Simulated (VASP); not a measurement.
# CGeF2BrH3 in VASP: a series of runs

Aim: see how the results for CGeF2BrH3 move with the level of theory and the settings. Levels: PBE+TS, PBE, PBE0. Tasks: atomic charges, electron localisation function, single point.

Everything below comes from runs of VASP 6.6.1. Logs are shortened: lines on timing, memory, paths and dates and some standing lists are left out, and cuts for length are marked.

### 1 Starting point

The cell holds a molecule in a box, 8 atoms: a = 13.000 Å, b = 13.000 Å, c = 13.000 Å, α = 90.00°, β = 90.00°, γ = 90.00°.

### 2 Atomic charges, PBE+TS

Contents of INCAR:

```
SYSTEM = GeH3CBrF2
PREC = Accurate
ENCUT = 520
EDIFF = 1E-7
ISMEAR = 0
SIGMA = 0.01
LREAL = .FALSE.
LASPH = .TRUE.
NELM = 60
ALGO = Normal
ISIF = 2
LWAVE = .FALSE.
LCHARG = .FALSE.
GGA = PE
IVDW = 2
LORBIT = 11
```

Contents of KPOINTS:

```
Automatic mesh
0
G
  1 1 1
  0 0 0
```

Contents of POSCAR:

```
GeH3CBrF2
1.0
   13.0000000000      0.0000000000      0.0000000000
    0.0000000000     13.0000000000      0.0000000000
    0.0000000000      0.0000000000     13.0000000000
C Ge F Br H
1 1 2 1 3
Direct
    0.4506846200      0.4261038500      0.5794807700
    0.5048846200      0.5020423100      0.4651653800
    0.6282384600      0.5432346200      0.4898576900
    0.5172692300      0.4246730800      0.3584730800
    0.4122384600      0.6422884600      0.4168576900
    0.3737615400      0.3987423100      0.5606269200
    0.4473000000      0.4759500000      0.6467576900
    0.5012000000      0.3609423100      0.5947653800
```

Potentials or basis: VASP PAW PBE potentials, release 64 (C, Ge_d, F, Br, H).

The run is started by

```sh
$ cat potpaw_PBE.64/C/POTCAR potpaw_PBE.64/Ge_d/POTCAR potpaw_PBE.64/F/POTCAR potpaw_PBE.64/Br/POTCAR potpaw_PBE.64/H/POTCAR > POTCAR
$ mpirun -np 1 vasp_gam > vasp.out
```

OUTCAR:

```text
SYSTEM = GeH3CBrF2
   PREC = Accurate
   ENCUT = 520
   EDIFF = 1E-7
   ISMEAR = 0
   LREAL = .FALSE.
   LASPH = .TRUE.
   NELM = 60
   ISIF = 2
   GGA = PE
   IVDW = 2
   LORBIT = 11
  IVDW =   2

 ion  position               nearest neighbor table
   1  0.451  0.426  0.579-   6 1.09   7 1.09   8 1.09   2 1.92
   2  0.505  0.502  0.465-   4 1.72   3 1.72   1 1.92   5 2.27
   3  0.628  0.543  0.490-   2 1.72
   4  0.517  0.425  0.358-   2 1.72
   5  0.412  0.642  0.417-   2 2.27
   6  0.374  0.399  0.561-   1 1.09
   7  0.447  0.476  0.647-   1 1.09
   8  0.501  0.361  0.595-   1 1.09

  LATTYP: Found a simple cubic cell.
 ALAT       =    13.0000000000

  Lattice vectors:

 A1 = (  13.0000000000,   0.0000000000,   0.0000000000)
 A2 = (   0.0000000000,  13.0000000000,   0.0000000000)
 A3 = (   0.0000000000,   0.0000000000,  13.0000000000)

Analysis of symmetry for initial positions (statically):
=====================================================================
 Subroutine PRICEL returns:
 Original cell was already a primitive cell.

 Routine SETGRP: Setting up the symmetry group for a
 simple cubic supercell.

 Subroutine GETGRP returns: Found  1 space group operations
 (whereof  1 operations were pure point group operations)
 out of a pool of 48 trial point group operations.

The static configuration has the point symmetry C_1 .

Analysis of symmetry for dynamics (positions and initial velocities):
=====================================================================
 Subroutine PRICEL returns:
 Original cell was already a primitive cell.

 Routine SETGRP: Setting up the symmetry group for a
 simple cubic supercell.

 Subroutine GETGRP returns: Found  1 space group operations
 (whereof  1 operations were pure point group operations)
 out of a pool of 48 trial point group operations.

The dynamic configuration has the point symmetry C_1 .

 Subroutine INISYM returns: Found  1 space group operations
 (whereof  1 operations are pure point group operations),
 and found     1 'primitive' translations

----------------------------------------------------------------------------------------

                                     Primitive cell

  volume of cell :    2197.0000

  direct lattice vectors                    reciprocal lattice vectors
    13.000000000  0.000000000  0.000000000     0.076923077  0.000000000  0.000000000
     0.000000000 13.000000000  0.000000000     0.000000000  0.076923077  0.000000000
     0.000000000  0.000000000 13.000000000     0.000000000  0.000000000  0.076923077

  length of vectors
    13.000000000 13.000000000 13.000000000     0.076923077  0.076923077  0.076923077

  position of ions in fractional coordinates (direct lattice)
     0.450684620  0.426103850  0.579480770
     0.504884620  0.502042310  0.465165380
     0.628238460  0.543234620  0.489857690
     0.517269230  0.424673080  0.358473080
     0.412238460  0.642288460  0.416857690
     0.373761540  0.398742310  0.560626920
     0.447300000  0.475950000  0.646757690
     0.501200000  0.360942310  0.594765380

  ion indices of the primitive-cell ions
   primitive index   ion index
                 1           1
                 2           2
                 3           3
                 4           4
                 5           5
                 6           6
                 7           7
                 8           8

----------------------------------------------------------------------------------------

 KPOINTS: Automatic mesh

Automatic generation of k-mesh.
 Grid dimensions read from file:
 generate k-points for:    1    1    1

 Generating k-lattice:

  Cartesian coordinates                     Fractional coordinates (reciprocal lattice)
     0.076923077  0.000000000  0.000000000     1.000000000  0.000000000  0.000000000
     0.000000000  0.076923077  0.000000000     0.000000000  1.000000000  0.000000000
     0.000000000  0.000000000  0.076923077     0.000000000  0.000000000  1.000000000

  Length of vectors
     0.076923077  0.076923077  0.076923077

  Shift w.r.t. Gamma in fractional coordinates (k-lattice)
     0.000000000  0.000000000  0.000000000

 Subroutine IBZKPT returns following result:
 ===========================================

 Found      1 irreducible k-points:

 Following reciprocal coordinates:
            Coordinates               Weight
  0.000000  0.000000  0.000000      1.000000
   k-points           NKPTS =      1   k-points in BZ     NKDIM =      1   number of bands    NBANDS=     26
   number of dos      NEDOS =    301   number of ions     NIONS =      8
   total plane-waves  NPLWV = 941192
   dimension x,y,z NGX =    98 NGY =   98 NGZ =   98
   dimension x,y,z NGXF=   196 NGYF=  196 NGZF=  196
   ions per type =               1   1   2   1   3
   NGX,Y,Z   is equivalent  to a cutoff of  12.53, 12.53, 12.53 a.u.
   NGXF,Y,Z  is equivalent  to a cutoff of  25.06, 25.06, 25.06 a.u.
 SYSTEM =  GeH3CBrF2
   PREC   = accura    normal or accurate (medium, high low for compatibility)
   ISTART =      0    job   : 0-new  1-cont  2-samecut
   ICHARG =      2    charge: 1-file 2-atom 10-const
   ISPIN  =      1    spin polarized calculation?
   LNONCOLLINEAR =      F non collinear calculations
   LSORBIT =      F    spin-orbit coupling
   LASPH  =      T    aspherical Exc in radial PAW
   ENCUT  =  520.0 eV  38.22 Ry    6.18 a.u.  24.17 24.17 24.17*2*pi/ulx,y,z
   NELM   =     60;   NELMIN=  2; NELMDL= -5     # of ELM steps
   EDIFF  = 0.1E-06   stopping-criterion for ELM
   LREAL  =      F    real-space projection
   EDIFFG = 0.1E-05   stopping-criterion for IOM
   NSW    =      0    number of steps for IOM
   IBRION =     -1    ionic relax: 0-MD 1-quasi-New 2-CG
   NFREE  =      0    steps in history (QN), initial steepest desc. (CG)
   ISIF   =      2    stress and relaxation
   ISYM   =      2    0-nonsym 1-usesym 2-fastsym
   POTIM  = 0.5000    time-step for ionic-motion
   TEBEG  =    0.0;   TEEND  =   0.0 temperature during run
   PSTRESS=    0.0 pullay stress
   NELECT =      42.0000    total number of electrons
   NUPDOWN=      -1.0000    fix difference up-down
   EMIN   =  10.00;   EMAX   =-10.00  energy-range for DOS
   EFERMI =   0.00;   METHOD = LEGACY
   ISMEAR =     0;   SIGMA  =   0.01  broadening in eV -4-tet -1-fermi 0-gaus
   EFERMI_NEDOS =   21; number of points for ismear=-14 and -15
   IALGO  =     38    algorithm
   IMIX   =      4    mixing-type and parameters
     AMIX     =   0.40;   BMIX     =  1.00
     AMIX_MAG =   1.60;   BMIX_MAG =  1.00
  volume/ion in A,a.u.               =     274.62      1853.26
  Fermi-wavevector in a.u.,A,eV,Ry     =   0.437738  0.827205  2.607078  0.191615
  Thomas-Fermi vector in A             =   1.410786
   LORBIT       =     11    0 simple, 1 ext, 2 COOP (PROOUT), +10 PAW based schemes
   GGA     = PE    functional components
   LHFCALC =     F    Hartree Fock is set to
   AEXX    =    0.0000 exact exchange contribution
   IVDW    =     2    specifies the selected vdW correction
   LEPSILON=     F    determine dielectric tensor
   LRPA    =     F    only Hartree local field effects (RPA)
 non-spin polarized calculation
 Gauss-broadening in eV      SIGMA  =   0.01
  energy-cutoff  :      520.00
  volume of cell :     2197.00
 maximum number of plane-waves:     29543
 NGX is ok and might be reduce to    98
   NGX = 49   NGY = 49   NGZ = 49

 number of electron      41.9999997 magnetization

 Free energy of the ion-electron system (eV)
  ---------------------------------------------------
  ext. energy  EPLUGINS =         0.00000000
  ---------------------------------------------------
  free energy    TOTEN  =       -36.77923897 eV

  energy without entropy =      -36.77923897  energy(sigma->0) =      -36.77923897

 E-fermi :  -7.2812     XC(G=0):  -0.7816

 val. band max:       -7.3553260639   @ k =   0.0000   0.0000   0.0000
 cond. band min:      -1.8527083670   @ k =   0.0000   0.0000   0.0000
 fundamental gap:      5.5026176969
 Fermi energy:        -7.2812296355

 k-point     1 :       0.0000    0.0000    0.0000
  band No.  band energies     occupation
      1     -31.0583      2.00000
      2     -30.7498      2.00000
      3     -30.2959      2.00000
      4     -30.2477      2.00000
      5     -30.2317      2.00000
      6     -28.7465      2.00000
      7     -27.9689      2.00000
      8     -20.1409      2.00000
      9     -18.1690      2.00000
     10     -13.8229      2.00000
     11     -11.3023      2.00000
     12     -11.0624      2.00000
     13     -10.5014      2.00000
     14     -10.4533      2.00000
     15     -10.1872      2.00000
     16      -9.4193      2.00000
     17      -9.2892      2.00000
     18      -9.1998      2.00000
     19      -8.2778      2.00000
     20      -7.3949      2.00000
     21      -7.3553      2.00000
     22      -1.8527      0.00000
     23      -0.3811      0.00000
     24      -0.0093      0.00000
     25       0.1609      0.00000
     26       0.3271      0.00000

------------------------ aborting loop because EDIFF is reached ----------------------------------------

  Hirshfeld charges:
            ion         q(e)
   ------------------------------
      1     C       -0.16713408
      2     Ge       0.50414924
      3     F       -0.22146812
      4     F       -0.22157561
      5     Br      -0.08497486
      6     H        0.06275936
      7     H        0.06293446
      8     H        0.06530961

  Tkatchenko/Scheffler method for vdW energy calculation

  Number of pair interactions contributing to vdW energy:    8731

  Edisp (eV):   -0.05009

  FORCE on cell =-STRESS in cart. coord.  units (eV):
  Direction    XX          YY          ZZ          XY          YZ          ZX
  --------------------------------------------------------------------------------------
  -------------------------------------------------------------------------------------
  Total       1.63499     1.38627     1.26968    -0.01427     0.45896     0.21448
  in kB       1.19233     1.01094     0.92593    -0.01041     0.33470     0.15641
  external pressure =        1.04 kB  Pullay stress =        0.00 kB

 VOLUME and BASIS-vectors are now :
 -----------------------------------------------------------------------------
  energy-cutoff  :      520.00
  volume of cell :     2197.00
      direct lattice vectors                 reciprocal lattice vectors
    13.000000000  0.000000000  0.000000000     0.076923077  0.000000000  0.000000000
     0.000000000 13.000000000  0.000000000     0.000000000  0.076923077  0.000000000
     0.000000000  0.000000000 13.000000000     0.000000000  0.000000000  0.076923077

 POSITION                                       TOTAL-FORCE (eV/Angst)
 -----------------------------------------------------------------------------------
      5.85890      5.53935      7.53325        -0.025445     -0.083447      0.098541
      6.56350      6.52655      6.04715        -0.592597      0.097552      0.415338
      8.16710      7.06205      6.36815         0.762117      0.232940      0.150545
      6.72450      5.52075      4.66015         0.090740     -0.482499     -0.644592
      5.35910      8.34975      5.41915        -0.192110      0.295112     -0.105553
      4.85890      5.18365      7.28815        -0.187033     -0.051677     -0.077759
      5.81490      6.18735      8.40785         0.003707      0.146841      0.144590
      6.51560      4.69225      7.73195         0.140620     -0.154822      0.018891
 -----------------------------------------------------------------------------------
    total drift:                                0.001526      0.002266      0.001970

  FREE ENERGIE OF THE ION-ELECTRON SYSTEM (eV)
  ---------------------------------------------------
  free  energy   TOTEN  =       -36.8293304616 eV

  energy  without entropy=      -36.8293304616  energy(sigma->0) =      -36.82933046

 total charge

# of ion       s       p       d       tot
------------------------------------------
    1        0.841   1.778   0.000   2.619
    2        1.032   1.240  10.343  12.615
    3        1.747   4.344   0.000   6.091
    4        1.747   4.345   0.000   6.091
    5        1.616   3.241   0.020   4.877
    6        0.634   0.047   0.000   0.682
    7        0.634   0.047   0.000   0.682
    8        0.633   0.047   0.000   0.681
--------------------------------------------------
tot          8.884  15.090  10.363  34.337
```

Wall time 2.8 min (1 thread of Intel Xeon 6975P-C (Granite Rapids), shared host); peak memory 1.7 GiB.

Results:

```
Free energy                                           : -36.8293 eV
Largest force                                         : 0.811 eV/Å
Gap between the frontier levels                       : 5.50 eV
Valence electrons inside the program's atomic spheres : C 2.62; Ge 12.62; F 6.09; Br 4.88; H 0.68
Hirshfeld charges                                     : C -0.17; Ge +0.50; F -0.22; Br -0.08; H +0.06, +0.07 e
Dispersion energy per atom                            : -0.006 eV
```

Forces in eV/Å, atoms in the order of the input:
```
C   -0.025 -0.083  0.099
Ge  -0.593  0.098  0.415
F    0.762  0.233  0.151
F    0.091 -0.482 -0.645
Br  -0.192  0.295 -0.106
H   -0.187 -0.052 -0.078
H    0.004  0.147  0.145
H    0.141 -0.155  0.019
```

### 3 Electron localisation function, PBE

Contents of INCAR:

```
PREC = Accurate
ENCUT = 520
EDIFF = 1E-7
ISMEAR = 0
SIGMA = 0.01
LREAL = F
LASPH = T
NELM = 60
ALGO = Normal
ISIF = 2
LWAVE = F
LCHARG = T
GGA = PE
LELF = T
```

Contents of KPOINTS:

```
Automatic mesh
0
Gamma
  1 1 1
```

POSCAR is that of step 2.

Potentials or basis: VASP PAW PBE potentials, release 64 (C, Ge_d, F, Br, H).

The run is started by

```sh
$ cat potpaw_PBE.64/C/POTCAR potpaw_PBE.64/Ge_d/POTCAR potpaw_PBE.64/F/POTCAR potpaw_PBE.64/Br/POTCAR potpaw_PBE.64/H/POTCAR > POTCAR
$ mpirun -np 1 vasp_gam > vasp.out
```

It took 2.7 min on 1 thread of Intel Xeon 6975P-C (Granite Rapids), shared host; peak memory 1.7 GiB.

It converged, with:

* Free energy: -36.7792 eV
* Largest force: 0.795 eV/Å
* Gap between the frontier levels: 5.50 eV

Forces in eV/Å, atoms in the order of the input:
```
C   -0.017 -0.070  0.080
Ge  -0.595  0.095  0.420
F    0.747  0.233  0.143
F    0.089 -0.468 -0.636
Br  -0.176  0.280 -0.106
H   -0.189 -0.056 -0.073
H    0.002  0.143  0.150
H    0.139 -0.158  0.023
```

Levels at points of the mesh, in eV from the valence-band top:
```csv
k point,band 18,band 19,band 20,band 21,band 22,band 23,band 24,band 25
"(0.00, 0.00, 0.00)",-1.84,-0.92,-0.04,0.00,5.50,6.97,7.35,7.52
```

### 4 Single point, PBE0

POSCAR is that of step 3.

Contents of INCAR.step1:

```
SYSTEM = GeH3CBrF2
ALGO     = Normal         ! electronic algorithm
EDIFF    = 1E-5           ! SCF threshold, eV
ENCUT    = 520            ! plane-wave cutoff, eV
GGA      = PE             ! functional
ISIF     = 2              ! what is computed and relaxed
ISMEAR   = 0              ! smearing method
LASPH    = .TRUE.         ! aspherical terms in the spheres
LCHARG   = .FALSE.        ! write CHGCAR
LREAL    = .FALSE.        ! projectors in reciprocal space
LWAVE    = .TRUE.         ! write WAVECAR
NBANDS   = 31             ! bands
NELM     = 60             ! most SCF steps
PREC     = Accurate       ! precision mode
SIGMA    = 0.01           ! smearing width, eV
```

Contents of INCAR.step2:

```
SYSTEM = GeH3CBrF2
AEXX     = 0.25           ! exact-exchange fraction
ALGO     = Normal         ! electronic algorithm
EDIFF    = 1E-6           ! SCF threshold, eV
ENCUT    = 520            ! plane-wave cutoff, eV
GGA      = PE             ! functional
HFRCUT   = -1           
ISIF     = 2              ! what is computed and relaxed
ISMEAR   = 0              ! smearing method
ISTART   = 1            
LASPH    = .TRUE.         ! aspherical terms in the spheres
LCHARG   = .FALSE.        ! write CHGCAR
LHFCALC  = .TRUE.         ! exact exchange
LREAL    = .FALSE.        ! projectors in reciprocal space
LWAVE    = .FALSE.        ! write WAVECAR
NBANDS   = 31             ! bands
NELM     = 60             ! most SCF steps
PREC     = Accurate       ! precision mode
PRECFOCK = Fast         
SIGMA    = 0.01           ! smearing width, eV
```

Contents of KPOINTS:

```
k-points
0
G
  1 1 1
  0 0 0
```

The run is started by

```sh
$ cat potpaw_PBE.64/C/POTCAR potpaw_PBE.64/Ge_d/POTCAR potpaw_PBE.64/F/POTCAR potpaw_PBE.64/Br/POTCAR potpaw_PBE.64/H/POTCAR > POTCAR
$ cp INCAR.step1 INCAR
$ mpirun -np 1 vasp_gam > vasp.out
$ cp INCAR.step2 INCAR
$ mpirun -np 1 vasp_gam > vasp.out
```

It took 6.4 min on 1 thread of Intel Xeon 6975P-C (Granite Rapids), shared host; peak memory 1.8 GiB.

Results (log left out):

| Item | Value |
| --- | --- |
| Free energy | -47.1162 eV |
| Largest force | 0.204 eV/Å |
| Gap between the frontier levels | 7.76 eV |

Forces on the atoms (eV/Å):
```
C    0.031  0.007 -0.033
Ge  -0.159  0.012  0.127
F    0.010 -0.005 -0.019
F    0.026 -0.004 -0.014
Br   0.058 -0.063  0.008
H    0.031  0.021 -0.021
H    0.005  0.015 -0.038
H   -0.001  0.016 -0.009
```

Levels at points of the mesh, in eV from the valence-band top:
```csv
k point,band 19,band 20,band 21,band 22,band 23,band 24
"(0.00, 0.00, 0.00)",-1.02,-0.06,0.00,7.76,8.77,9.30
```

Caveat: the PAW data sets were made with another functional, which shifts forces and pressure a little.

### 5 For comparison

An earlier run on the cell as given: functional PBE; potentials or basis VASP PAW PBE potentials, release 64 (C, Ge_d, F, Br, H); cutoff 520 eV; k mesh 1 × 1 × 1; occupations gaussian, width 0.01 eV; no spin polarisation.

- Largest force: 0.795 eV/Å
- Gap between the frontier levels: 5.50 eV

### 6 Overview

| task | level | grid for exact exchange (PRECFOCK) | exchange at q = 0 | gap on the mesh (eV) | largest force (eV/Å) |
| --- | --- | --- | --- | --- | --- |
| atomic charges | PBE+TS | - | - | 5.50 | 0.81 |
| electron localisation function | PBE | - | - | 5.50 | 0.80 |
| single point | PBE0 | Fast | truncated | 7.76 | 0.20 |
| single point | PBE | - | - | 5.50 | 0.80 |

Alike in all rows: potentials or basis VASP PAW PBE potentials, release 64 (C, Ge_d, F, Br, H); no spin polarisation; cell as given; k mesh 1 × 1 × 1; cutoff (eV) 520; smearing gaussian 0.01 eV.

On the cell as given the gap runs from 5.50 eV (PBE+TS) to 7.76 eV (PBE0).

Caveats: the PAW data sets were made with another functional, which shifts forces and pressure a little (some runs).

Absolute energies hang on the potentials; compare differences alone.
